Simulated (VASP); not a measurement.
An input for Quantum ESPRESSO's pw.x (written as the equivalent of a VASP run, and not itself run):

```
&CONTROL
  calculation = 'vc-relax'
  pseudo_dir = './pseudo'
  outdir = './out'
  tprnfor = .true.
  tstress = .true.
  nstep = 40
  forc_conv_thr = 0.00039
/
&SYSTEM
  ibrav = 0
  nat = 1
  ntyp = 1
  ecutwfc = 88
  occupations = 'smearing'
  smearing = 'methfessel-paxton'
  degauss = 0.00735
  input_dft = 'pbe'
/
&ELECTRONS
  conv_thr = 7.3e-09
  electron_maxstep = 100
/
&IONS
/
&CELL
  press = 10
/
ATOMIC_SPECIES
  Rh 102.906 Rh.upf
CELL_PARAMETERS angstrom
     0.0000000    1.9127308    1.9127308
     1.9127308   -0.0000000    1.9127308
     1.9127308    1.9127308   -0.0000000
ATOMIC_POSITIONS crystal
  Rh   0.0000000  0.0000000  0.0000000
K_POINTS automatic
  16 16 16 0 0 0
```

Translate this input to VASP (INCAR, KPOINTS, POSCAR, choice of POTCAR).

One answer among several that fit: 
**KPOINTS**
```
kpoints
0
gamma
  16 16 16
0 0 0
```

INCAR:
```
SYSTEM=Rh
PREC=Accurate; ENCUT=480; LREAL=F
LASPH=T
EDIFF=1E-7; NELM=100; ALGO=Normal
LMAXMIX=4
ISMEAR=1; SIGMA=0.1
GGA=PE
IBRION=2; NSW=40; ISIF=3
EDIFFG=-0.01; PSTRESS=10
LWAVE=F; LCHARG=F
```

POSCAR:
```
Rh
1
    0.0000000000     1.9127307803     1.9127307803
    1.9127307803    -0.0000000000     1.9127307803
    1.9127307803     1.9127307803    -0.0000000000
Rh
1
Direct
  0.0000000000   0.0000000000   0.0000000000
```

POTCAR, in this order: Rh_pv (PBE.64 set). Program: vasp_std.

Limits of the translation: the potentials are each code's own (VASP's PAW set, PseudoDojo norm-conserving files in pw.x), so ENCUT and ecutwfc are chosen apart and not converted; conv_thr bounds pw.x's estimated SCF error, while EDIFF bounds the energy change between steps; forc_conv_thr acts on force components and is met together with etot_conv_thr.

The compound is Rh in the fcc structure. It was relaxed first under an external pressure of 1 GPa.
